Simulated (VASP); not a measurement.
Here is the system:

```xyz
2
Lattice="3.3100 0.0000 0.0000 -1.6550 2.8665 0.0000 0.0000 0.0000 5.2700" Properties=species:S:1:pos:R:3 pbc="T T T"
Sc     1.6550     0.9555     3.9525
Sc     0.0000     1.9110     1.3175
```

Level of theory: PBEsol GGA, VASP's PBE PAW potentials (set 64) (plane waves; VASP). Run with 480 eV cut-off, 11×11×6 Γ-centred mesh, first-order Methfessel-Paxton smearing of 0.10 eV, potentials Sc_sv.

Energy and stress use the plane-wave basis of the starting cell.

The ions, cell shape and volume are relaxed. Which structure does the run end with?

```xyz
2
Lattice="3.2747 0.0000 0.0000 -1.6373 2.8360 0.0000 0.0000 0.0000 5.0858" Properties=species:S:1:pos:R:3 pbc="T T T"
Sc     1.6373     0.9453     3.8144
Sc     0.0000     1.8906     1.2715
```
Space group P6_3/mmc (194), at a tolerance of 0.03 Å.

How do energy and volume change from the first to the last step?

The energy (σ→0) changes by -16.1 meV/atom and the volume by -5.5 %, in 8 ionic steps.

```csv
step,E(σ→0) (eV),max force (eV/Å),pressure (GPa),volume (Å³)
1,-13.1814,0.000,-2.95,50.00
2,-13.2116,0.000,0.60,46.74
3,-13.2120,0.000,0.18,47.08
4,-13.2135,0.000,0.09,47.14
5,-13.2136,0.000,0.08,47.16
6,-13.2136,0.000,0.06,47.16
7,-13.2136,0.000,0.07,47.16
8,-13.2137,0.000,-0.01,47.23
```

The compound is Sc in the hcp structure. This run relaxes it. Symmetry was kept, so distortions that lower it aren't found.
